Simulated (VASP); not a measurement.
An input for Ansatz (written as the equivalent of a VASP run, and not itself run):

Ansatz 0.2 input:
```yaml
crystal:
  lattice:
    - [3.0515677, 0.0000000, 0.0000000]
    - [-1.5257838, 2.6427348, 0.0000000]
    - [0.0000000, 0.0000000, 6.5521631]
  atoms:
    - { symbol: Sn, position: [1.0000000, 0.0000000, 0.0000000] }
    - { symbol: Sn, position: [1.0000000, 0.0000000, 0.5000000] }
    - { symbol: O, position: [0.3333330, 0.6666670, 0.2500000] }
    - { symbol: O, position: [0.6666670, 0.3333330, 0.7500000] }
kpoints:
  mp_grid: { grid: [12, 12, 5] }
hamiltonian:
  xc: pbesol
  pseudopotentials: { kind: paw }
scf:
  occupations: { method: methfessel_paxton, width: 0.1 }
  max_iter: 100
relax:
  max_steps: 40
  f_tol: 0.02
  cell: { p_target: 20 }
output: { forces: true, stress: true, eigenvalues: true }
```

Q: Write the VASP files for the same calculation (PBEsol).

A: This is not unique; one that fits is 
File KPOINTS:
```
K-points
0
gamma
12 12 5
```

INCAR:
```
SYSTEM=SnO
PREC=Accurate; ENCUT=620; LREAL=F
LASPH=T
EDIFF=1E-6; NELM=100; ALGO=Normal
LMAXMIX=4
ISMEAR=1; SIGMA=0.1
GGA=PS
IBRION=2; NSW=40; ISIF=3
EDIFFG=-0.02; PSTRESS=200
LWAVE=F; LCHARG=F
```

### POSCAR
```
SnO
1.0
  3.0515676593   0.0000000000   0.0000000000
 -1.5257838295   2.6427348302   0.0000000000
  0.0000000000   0.0000000000   6.5521631270
Sn O
2 2
Cartesian
  3.0515676593   0.0000000000   0.0000000000
  3.0515676593   0.0000000000   3.2760815635
 -0.0000015257   1.7618241010   1.6380407818
  1.5257853555   0.8809107292   4.9141223453
```

POTCAR, in this order: Sn_d O (PBE.64 set). Program: vasp_std.

What does not carry over: each code has its own PAW files, so the cut-off isn't converted (ENCUT is set for VASP's; basis.ecutwfc is left out, and Ansatz then takes the one that its files recommend); Ansatz stops its SCF on the density residual and VASP on the energy change (EDIFF).

The structure was generated: SnO was put into the NiAs type type (P6_3/mmc), which need not be its known phase. It was relaxed first under an external pressure of 20 GPa.
